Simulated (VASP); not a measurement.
Data:

```
CELL_PARAMETERS angstrom
      0.00000     2.96606     2.96606
      2.96606     0.00000     2.96606
      2.96606     2.96606     0.00000
ATOMIC_POSITIONS crystal
  Cu 0.00000 0.00000 0.00000
  I  0.25000 0.25000 0.25000
```

Calculation: SCAN meta-GGA, VASP's PBE PAW potentials (set 64) (plane waves; VASP). Settings: 520 eV cut-off, 8×8×8 Γ-centred mesh, Gaussian smearing of 0.050 eV, potentials Cu I.

Unless said otherwise, spin-orbit coupling is left out, though it shifts the bands of the heavy elements here.

Task: What does the run give for the energy per atom (σ→0), pressure, band gap (on the k-mesh) with the smallest direct gap where there is one?

Result: 
The band gap (on the k-mesh) comes out as 1.65 eV. The smallest direct gap (on the k-mesh) comes out as 1.65 eV and the energy per atom (σ→0) comes out as -26.062 eV/atom. The pressure comes out as 1.49 GPa.

The compound is CuI in the zinc blende structure. This cell is one point of a volume scan, at 0.97 of the reference volume.
